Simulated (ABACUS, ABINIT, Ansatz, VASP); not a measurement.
**MnHg: 4 runs at one level of theory**

```xyz
2
Lattice="3.3150 0.0000 0.0000 0.0000 3.3150 0.0000 0.0000 0.0000 3.3150" Properties=species:S:1:pos:R:3 pbc="T T T"
Hg    0.0000    0.0000    0.0000
Mn    1.6575    1.6575    1.6575
```

Alike in all runs: task single point; functional PBE; k mesh 8 × 8 × 8; occupations fermi-dirac, width 0.05 eV; collinear spin, ferromagnetic start; no spin-orbit coupling. Pressure is positive in compression and, in plane waves, holds the error of the finite cutoff, which Ansatz's Pulay term estimates and takes out.

| program and potentials | plane-wave cutoff (eV) | notes | band gap (eV) | pressure (GPa) | net moment per atom (μB) |
| --- | --- | --- | --- | --- | --- |
| Ansatz, Ansatz PAW | 420 | 17.5 valence electrons an atom on average; Pulay term of +0.06 GPa included | no gap | 0.56 | 1.95 |
| ABACUS, PseudoDojo NC SR 0.4.1 PBE standard, plane waves | 1320 | 17.5 valence electrons an atom on average | no gap | 1.07 | 1.97 |
| ABINIT, JTH PAW PBE v2.0 | 707 | 13.5 valence electrons an atom on average | no gap | 0.85 | 1.96 |
| VASP, PBE PAW files Hg, Mn_pv, 520 eV | 520 | 12.5 valence electrons an atom on average | no gap | 0.99 | 1.95 |

None finds a gap. The pressure spans 0.56 (Ansatz, Ansatz PAW) to 1.07 GPa (ABACUS, PseudoDojo NC SR 0.4.1 PBE standard, plane waves). The net moment per atom spans 1.95 (Ansatz, Ansatz PAW) to 1.97 μB (ABACUS, PseudoDojo NC SR 0.4.1 PBE standard, plane waves). The state is the one that the start led to, which needn't be the lowest.

Differences between rows come from potentials, basis sets and numerical settings, since the functional is the same but for its coding. Runs on potential files found faulty are left out.
